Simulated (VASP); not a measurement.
MgTe (wurtzite): the bulk modulus from VASP (plane waves, PAW) at several levels of theory. Static lattice, third-order Birch-Murnaghan fit over five volumes.

```tsv
level	bulk modulus (GPa)
LDA	39.2
PBE	34.1
PBEsol	36.4
```

The cell of the LDA run:

MgTe is taken in the hexagonal space group P6₃mc (No. 186), the wurtzite structure, Pearson symbol hP4. Lattice parameters: a = b = 4.5084 Å, c = 7.3343 Å, α = β = 90.00°, γ = 120.00°. Mg on 2b is coordinated by 4 Te at 2.756–2.760 Å (tetrahedral). Te on 2b sees 4 Mg at 2.756–2.760 Å (tetrahedral). (Neighbours: up to the widest gap in distance over summed covalent radii, below 1.35, at either atom; cation-cation and far metal-metal contacts left out.)

Only levels that ran to the end are used. Left out are those held back, those with too coarse a band path, GW runs whose mesh misses a band edge, hybrids' fits of cells that aren't cubic and levels without matching references; a question may draw on a part of the rest.

The compound is MgTe in the wurtzite structure.
